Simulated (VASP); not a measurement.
These are PBEsol GGA, VASP's PBE PAW potentials (set 64) (plane waves; VASP 6.6.1) values and carry that method's errors.

The input files of a VASP run:

**INCAR**
```
! general
SYSTEM  = Lu
PREC    = Accurate
ENCUT   = 400   ! plane-wave cut-off (eV)
LREAL   = .False.   ! projection in real space or not
LASPH   = .True.   ! aspherical one-centre terms

! electronic loop
EDIFF   = 1E-6
NELM    = 100
ALGO    = Normal
LMAXMIX = 6

! smearing
ISMEAR  = 1   ! Methfessel-Paxton
SIGMA   = 0.1

! functional
GGA     = PS   ! PBEsol

! ions
IBRION  = 2   ! conjugate gradients
NSW     = 60   ! most ionic steps
ISIF    = 3
EDIFFG  = -0.01   ! ionic stop

! output
LWAVE   = .False.
LCHARG  = .False.
```

**KPOINTS**
```
Automatic mesh
0
Gamma
12 12 12
0 0 0
```

### POSCAR
```
Lu
1
    0.0000000000     2.4573880000     2.4573880000
    2.4573880000     0.0000000000     2.4573880000
    2.4573880000     2.4573880000     0.0000000000
Lu
1
Direct
  0.0000000000   0.0000000000   0.0000000000
```

POTCAR, in this order: Lu_3 (PBE.64 set). Program: vasp_std.

What VASP printed:

File OSZICAR:
```
       N       E                     dE             d eps       ncg     rms          rms(c)
DAV:   1    -0.130676105292E+01   -0.13068E+01   -0.43505E+03  1744   0.992E+02
DAV:   2    -0.467081885510E+01   -0.33641E+01   -0.32166E+01  1272   0.467E+01
DAV:   3    -0.482293074229E+01   -0.15211E+00   -0.14688E+00  2152   0.996E+00
DAV:   4    -0.482315770450E+01   -0.22696E-03   -0.22696E-03  1296   0.500E-01
DAV:   5    -0.482316259371E+01   -0.48892E-05   -0.48890E-05  2168   0.115E-01    0.171E+01
DAV:   6    -0.481266799600E+01    0.10495E-01   -0.20803E-02  1872   0.326E+00    0.101E+01
DAV:   7    -0.481418222221E+01   -0.15142E-02   -0.35122E-02  1872   0.425E+00    0.242E-01
DAV:   8    -0.481393572313E+01    0.24650E-03   -0.12675E-03  1840   0.547E-01    0.520E-02
DAV:   9    -0.481393832778E+01   -0.26046E-05   -0.25179E-05  2024   0.668E-02    0.101E-02
DAV:  10    -0.481393663872E+01    0.16891E-05   -0.32594E-06  1848   0.355E-02    0.669E-03
DAV:  11    -0.481393670797E+01   -0.69248E-07   -0.13410E-07   792   0.625E-03
   1 F= -.48139367E+01 E0= -.48144491E+01  d E =-.481394E+01
       N       E                     dE             d eps       ncg     rms          rms(c)
DAV:   1    -0.503952297718E+01   -0.22559E+00   -0.67298E+00  1152   0.855E+01    0.268E+00
DAV:   2    -0.489543725388E+01    0.14409E+00   -0.22253E-01  1816   0.968E+00    0.129E+00
DAV:   3    -0.483348180409E+01    0.61955E-01   -0.17342E-01  1840   0.948E+00    0.495E-01
DAV:   4    -0.483361578699E+01   -0.13398E-03   -0.29099E-03  1784   0.653E-01    0.142E-01
DAV:   5    -0.483349057828E+01    0.12521E-03   -0.67525E-04  1872   0.679E-01    0.250E-02
DAV:   6    -0.483348276743E+01    0.78109E-05   -0.57516E-06  1584   0.264E-02    0.117E-02
DAV:   7    -0.483347948764E+01    0.32798E-05   -0.80203E-06  1848   0.684E-02    0.159E-03
DAV:   8    -0.483347948108E+01    0.65623E-08   -0.71948E-08   792   0.319E-03
   2 F= -.48334795E+01 E0= -.48336313E+01  d E =-.195428E-01
       N       E                     dE             d eps       ncg     rms          rms(c)
DAV:   1    -0.483567042633E+01   -0.21909E-02   -0.62691E-02  1152   0.817E+00    0.265E-01
DAV:   2    -0.483431323162E+01    0.13572E-02   -0.23454E-03  1808   0.100E+00    0.125E-01
DAV:   3    -0.483371733612E+01    0.59590E-03   -0.17051E-03  1832   0.949E-01    0.465E-02
DAV:   4    -0.483371738268E+01   -0.46560E-07   -0.23050E-05  1800   0.579E-02    0.171E-02
DAV:   5    -0.483371581390E+01    0.15688E-05   -0.68395E-06  1920   0.655E-02    0.256E-03
DAV:   6    -0.483371596971E+01   -0.15581E-06   -0.44239E-08   664   0.222E-03
   3 F= -.48337160E+01 E0= -.48338842E+01  d E =-.197793E-01
```

**OUTCAR**
```
------------------------ aborting loop because EDIFF is reached ----------------------------------------
  FORCE on cell =-STRESS in cart. coord.  units (eV):
  Direction    XX          YY          ZZ          XY          YZ          ZX
  --------------------------------------------------------------------------------------
  Total        0.0014407      0.0014407      0.0014407     -0.0000000     -0.0000000      0.0000000
  in kB        0.0835863      0.0835863      0.0835863     -0.0000000     -0.0000000      0.0000000
  external PRESSURE =       0.0835863 kB  Pullay stress =       0.0000000 kB
  volume of cell :       27.62
      direct lattice vectors                 reciprocal lattice vectors
    -0.000000000  2.399064264  2.399064264    -0.208414592  0.208414592  0.208414592
     2.399064264  0.000000000  2.399064264     0.208414592 -0.208414592  0.208414592
     2.399064264  2.399064264  0.000000000     0.208414592  0.208414592 -0.208414592
 POSITION                                       TOTAL-FORCE (eV/Angst)
 -----------------------------------------------------------------------------------
      0.00000      0.00000      0.00000         0.000000      0.000000      0.000000
 -----------------------------------------------------------------------------------
    total drift:                               -0.000000      0.000000      0.000000
  FREE ENERGIE OF THE ION-ELECTRON SYSTEM (eV)
  ---------------------------------------------------
  free  energy   TOTEN  =        -4.8337159697 eV

  energy  without entropy=       -4.8342206619  energy(sigma->0) =       -4.83388420

 reached required accuracy - stopping structural energy minimisation
```
(Selected blocks of OUTCAR.)

**CONTCAR**
```
Lu
   1.00000000000000
    -0.0000000000000000    2.3990642640599993    2.3990642640599993
     2.3990642640599993    0.0000000000000000    2.3990642640599993
     2.3990642640599993    2.3990642640599993    0.0000000000000000
  Lu
     1
Direct
     0.0000000000000000    0.0000000000000000    0.0000000000000000
```

Energy and stress use the plane-wave basis of the starting cell.

The structure was generated: Lu was put into the fcc type (Fm-3m), which need not be its known phase. This run relaxes it. Symmetry was kept, so distortions that lower it aren't found.
